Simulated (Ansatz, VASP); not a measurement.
# Two plane-wave programs on PtC2

```
Pt C
1.0
     3.90591    0.00000    0.00000
     0.00000    4.76713    0.00000
     0.00000    0.00000    2.97596
Pt C
2 4
Direct
  0.00000 0.00000 0.00000
  0.50000 0.50000 0.50000
  0.20040 0.37870 0.00000
  0.79960 0.62130 0.00000
  0.70040 0.12130 0.50000
  0.29960 0.87870 0.50000
```

Alike in both runs: task single point; functional PBE; k mesh 6 × 4 × 6; occupations gaussian, width 0.1 eV; no spin polarisation.

|  | VASP | Ansatz |
| --- | --- | --- |
| version | VASP 6.6.1 | Ansatz 0.2.0 |
| potentials or method | VASP PAW PBE potentials, release 64 (Pt, C) | scalar-relativistic, plane waves, PAW |
| plane-wave cutoff (eV) | 520 | 420 |
| valence electrons in the cell | 36 | 52 |

|  | VASP | Ansatz | Ansatz less VASP |
| --- | --- | --- | --- |
| gap on the k mesh at the Fermi level (eV) | none | none | - |
| rms of the force components (eV/Å) | 2.139 | 2.137 | -0.0017 |

Atom by atom the forces differ by 0.004 eV/Å (rms over components). A gap of «none» marks a metal or a gap that the smearing closes. The functional is the same, so the differences come from potentials, cutoffs and numerics. The two sets of potentials don't hold the same shells in valence.

Caveats: forces of over 1 eV/Å show positions far from the minimum, so gaps and moduli don't describe the material at rest. The runs have no spin-orbit coupling, so splittings on Pt are missing.
